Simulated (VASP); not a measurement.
Data:

```yaml
crystal:
  lattice:
    - [-2.71140, 2.71140, 5.25661]
    - [2.71140, -2.71140, 5.25661]
    - [2.71140, 2.71140, -5.25661]
  atoms:
    - { symbol: Zn, position: [0.00000, 0.00000, 0.00000] }
    - { symbol: Zn, position: [0.75000, 0.25000, 0.50000] }
    - { symbol: Si, position: [0.50000, 0.50000, 0.00000] }
    - { symbol: Si, position: [0.25000, 0.75000, 0.50000] }
    - { symbol: P, position: [0.87500, 0.85692, 0.48192] }
    - { symbol: P, position: [0.14308, 0.62500, 0.01808] }
    - { symbol: P, position: [0.37500, 0.39308, 0.51808] }
    - { symbol: P, position: [0.60692, 0.12500, 0.98192] }
```

Method: PBE GGA, VASP's PBE PAW potentials (set 64) (plane waves; VASP). Numerical set-up: 400 eV cut-off, 7×7×7 Γ-centred mesh, tetrahedra with Blöchl corrections, potentials Zn Si P.

The cores are frozen, which limits the accuracy of field gradients.

Task: Give the principal components of the electric field gradient (V/Å²) and the asymmetry η at each nucleus.

Result: 
| atom | Vxx | Vyy | Vzz | η |
|---|---|---|---|---|
| Zn1 | -6.4 | -6.3 | 12.7 | 0.00 |
| Zn2 | -6.4 | -6.3 | 12.7 | 0.00 |
| Si3 | 0.1 | 0.1 | -0.1 | - |
| Si4 | 0.1 | 0.1 | -0.1 | - |
| P5 | 47.3 | 3.4 | -50.8 | 0.86 |
| P6 | 47.3 | 3.4 | -50.8 | 0.86 |
| P7 | 47.3 | 3.4 | -50.8 | 0.86 |
| P8 | 47.3 | 3.4 | -50.8 | 0.86 |

The compound is ZnSiP2 in the chalcopyrite structure. It was relaxed first.
